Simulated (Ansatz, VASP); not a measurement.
# Zn2SeS ([001] superlattice of 1 + 1 monolayers (invented)) in two plane-wave programs, part 3 of 3

Aim: how closely do two programs agree when they are given the same cell, functional and k mesh? The cell is generated by rule, not measured, and may not be a known phase. The cell is taken from a series of runs on this material, whose earlier steps may have relaxed, scaled, displaced or heated it; both programs get it as it stands.

VASP 6.6.1 and Ansatz 0.2.0.

So far: VASP: relaxation of cell and atoms, r2SCAN, pair 1; Ansatz: relaxation of cell and atoms, r2SCAN, pair 1; Side by side; Ansatz: relaxation of cell and atoms, r2SCAN, pair 2; VASP: relaxation of cell and atoms, r2SCAN, pair 2; Comparison.

## (8) Ansatz: relaxation of cell and atoms, r2SCAN, pair 3

Level of this step: Ansatz beside VASP: Kohn-Sham DFT, plane waves, r2SCAN (Ansatz).

The relaxed volume is the usual yardstick between codes: in a stiff, nearly cubic crystal its relative difference is about their pressure difference at one cell divided by the bulk modulus.

The cell is taken from a series of runs on this material, whose earlier steps may have relaxed, scaled, displaced or heated it; both programs get it as it stands.

File input.yaml:

```yaml
crystal:
  lattice:
    - [3.917372, 0.0, 0.0]
    - [0.0, 3.917372, 0.0]
    - [0.0, 0.0, 5.54]
  atoms:
    - { symbol: Zn, position: [0.5, 0.0, 0.75] }
    - { symbol: Se, position: [0.5, 0.5, 0.0] }
    - { symbol: Zn, position: [0.0, 0.5, 0.25] }
    - { symbol: S, position: [0.0, 0.0, 0.5] }
kpoints:
  mp_grid: { grid: [6, 6, 4] }
hamiltonian:
  xc: r2scan
  pseudopotentials: { kind: paw, azcp: { folder: soft_1 } }
scf:
  occupations: { method: gaussian, width: 0.1 }
output:
  forces: true
  stress: true
  eigenvalues: true
relax:
  adjacent_minimum: "off"
  f_tol: 0.05
  max_steps: 80
  cell: { stress_tol: 0.5 }
```

Started as:

```sh
$ ansatz run input.yaml --threads 4 --pin off --max-ram 9216MiB --backend cpu --events-out ev --progress --plain --runs-dir out
```

Numbers of over 12 decimals in the logs are rounded to 6 here.

What it wrote:

```text
[...]
Crystal: 4 atoms, lattice volume = 85.016 Å³
Basis set: ecut = 500 eV, 2173 PW (Γ), exchange–correlation on 120×120×180 points (64 copies of the dense FFT grid, shifted against one another)
Bands: 28, of which v1, the nominal top of the filled ones, is band 23 counted from 1 (22 counted from 0)
Symmetry: 8 space group operations
[...]
--- Relaxed structure (3 steps of the walk, 3 accepted, 1 SCFs on fresh bases) ---
[...]
cell:  # Å, volume = 84.4028 Å³
    - [3.907929, 0, 0]
    - [0, 3.907929, 0.0]
    - [0, 0.0, 5.526669]
  atoms:
    - { symbol: Zn, position: [0.5, 0, 0.737035] }
    - { symbol: Se, position: [0.5, 0.5, 3.1312698122325035e-19] }
    - { symbol: Zn, position: [0, 0.5, 0.262965] }
    - { symbol: S, position: [0, 0, 0.500000] }
[key lines of the parts left out:]
SCF converged after 5 iterations
Free energy (F): -13038.925622 eV
Fermi energy:    7.100250 eV
P = ⅓ Tr σ = 0.0535 GPa (0.535 kbar)
```

## (9) VASP: relaxation of cell and atoms, r2SCAN, pair 3

The same cell, functional, mesh and smearing now go to VASP, with its own data sets.

File INCAR:

```
SYSTEM = Zn2SeS
PREC = Accurate
ENCUT = 550
EDIFF = 1E-07
NELM = 120
ISMEAR = 0
SIGMA = 0.1
LREAL = .FALSE.
ALGO = Normal
METAGGA = R2SCAN
LASPH = .TRUE.
NBANDS = 24
LORBIT = 11
LWAVE = .FALSE.
LCHARG = .FALSE.
ISIF = 3
IBRION = 2
NSW = 80
EDIFFG = -0.005
GGA_COMPAT = .FALSE.
NELMIN = 4
EFERMI = MIDGAP
LMIXTAU = .TRUE.
KPAR = 2
```

File POSCAR:

```
Zn2SeS
1.0
    3.9173720000      0.0000000000      0.0000000000
    0.0000000000      3.9173720000      0.0000000000
    0.0000000000      0.0000000000      5.5400000000
Zn Se S
2 1 1
Direct
    0.5000000000      0.0000000000      0.7500000000
    0.0000000000      0.5000000000      0.2500000000
    0.5000000000      0.5000000000      0.0000000000
    0.0000000000      0.0000000000      0.5000000000
```

File KPOINTS:

```
Automatic mesh
0
Gamma
6 6 4
0 0 0
```

Potentials, in the order of the species: Zn, Se and S (PBE family, release 64).

Started as:

```sh
$ mpirun -np 2 vasp_std
```

What it wrote:

```text
[... set-up lines as in an earlier step ...]
 entering main loop
       N       E                     dE             d eps       ncg     rms          rms(c)
DAV:   1     0.210458376408E+03    0.21046E+03   -0.18159E+04  1440   0.188E+03
DAV:   2    -0.270268189488E+02   -0.23749E+03   -0.22888E+03  1528   0.379E+02
DAV:   3    -0.491360736545E+02   -0.22109E+02   -0.21983E+02  1816   0.116E+02
DAV:   4    -0.495397590790E+02   -0.40369E+00   -0.40349E+00  1608   0.161E+01
[...]
DAV:  21    -0.436788773764E+02   -0.19099E-06   -0.18121E-07  1264   0.304E-03    0.129E-03
DAV:  22    -0.436788775673E+02   -0.19097E-06   -0.42468E-08   968   0.192E-03    0.955E-04
DAV:  23    -0.436788775625E+02    0.47953E-08   -0.52742E-09   816   0.568E-04
   1 F= -.43678878E+02 E0= -.43678878E+02  d E =-.436789E+02
[... from here on, the cycles between the ionic steps are left out ...]
   2 F= -.43718948E+02 E0= -.43718948E+02  d E =-.400700E-01
   4 F= -.43721146E+02 E0= -.43721146E+02  d E =-.422689E-01
   5 F= -.43731748E+02 E0= -.43731748E+02  d E =-.528708E-01
   6 F= -.43731830E+02 E0= -.43731830E+02  d E =-.529520E-01
   7 F= -.43731818E+02 E0= -.43731818E+02  d E =-.529405E-01
   8 F= -.43731788E+02 E0= -.43731788E+02  d E =0.305521E-04
   9 F= -.43731793E+02 E0= -.43731793E+02  d E =0.249995E-04
  10 F= -.43731791E+02 E0= -.43731791E+02  d E =0.271433E-04
  11 F= -.43731800E+02 E0= -.43731800E+02  d E =-.935264E-05
 trial-energy change:   -0.000009  1 .order   -0.000008   -0.000012   -0.000004
 step:   1.4812(harm=  1.8594)  dis= 0.00063  next Energy=   -43.731801 (dE=-0.984E-05)
 reached required accuracy - stopping structural energy minimisation
```

From OUTCAR (step 9):

```text
  Total       -0.0086715     -0.0086715     -0.0001317      0.0000000      0.0000000      0.0000000
  in kB       -0.1645120     -0.1645120     -0.0024989      0.0000000      0.0000000      0.0000000
  external PRESSURE =      -0.1105076 kB  Pullay stress =       0.0000000 kB

 POSITION                                       TOTAL-FORCE (eV/Angst)
 -----------------------------------------------------------------------------------
      1.95537      0.00000      4.06801         0.000000     -0.000000      0.001072
      0.00000      1.95537      1.45388        -0.000000     -0.000000     -0.001072
      1.95537      1.95537      0.00000         0.000000      0.000000      0.000000
      0.00000      3.91075      2.76095         0.000000     -0.000000      0.000000
 -----------------------------------------------------------------------------------
    total drift:                                0.000000      0.000000      0.000000

  FREE ENERGIE OF THE ION-ELECTRON SYSTEM (eV)
  ---------------------------------------------------
  free  energy   TOTEN  =       -43.7318003096 eV

  energy  without entropy=      -43.7318003096  energy(sigma->0) =      -43.73180031

[... 2 parts as in an earlier step ...]

[... 2 further parts left out ...]
[key lines of the parts left out:]
E-fermi :   2.7277
```

## (10) Side by side

What differs besides the data sets and the points named for the pairs above, as far as they apply: the data sets hold 46 valence electrons in Ansatz (on its PAW soft_1 files) and 36 in VASP. Total energies have different zeros and are not compared.

Both answers:

```
                                         quantity  Ansatz   VASP  difference
                                      volume (Å³)   84.40  84.45     -0.06 %
edge a after relaxation, in the typed setting (Å)   3.908  3.911     -0.07 %
edge c after relaxation, in the typed setting (Å)   5.527  5.522     +0.09 %
```

## (11) Summary of results

```json
{
 "difference in edge c after relaxation, in the typed setting (relaxation of cell and atoms, r2SCAN, pair 1)": "0.014 %",
 "difference in volume (relaxation of cell and atoms, r2SCAN, pair 2)": "0.035 %",
 "difference in edge c after relaxation, in the typed setting (relaxation of cell and atoms, r2SCAN, pair 3)": "0.087 %"
}
```

**Reading.** The difference in edge c after relaxation, in the typed setting is 0.087 % (relaxation of cell and atoms, r2SCAN, pair 3), within the 1.2 % picked in this series as the mark of a large difference, as far as the stopping tolerances let one tell. The data sets hold unlike numbers of valence electrons (46 in Ansatz and 36 in VASP), so part of the differences comes from the potentials. How closely two codes agree says nothing of how well the functional describes the real material.

[Lines on the potential files, build, host, timing and source positions are cut from VASP's logs without a mark.]

[Logs are printed without paths, hosts, clocks, repeated set-up lines and the standing remarks that a program may print on its own settings, such as how far it seeks lower states.]

[Hosts, paths, dates, database ids (printed as entryN), source tags and the programs' standing remarks are cut or masked in the printed files.]
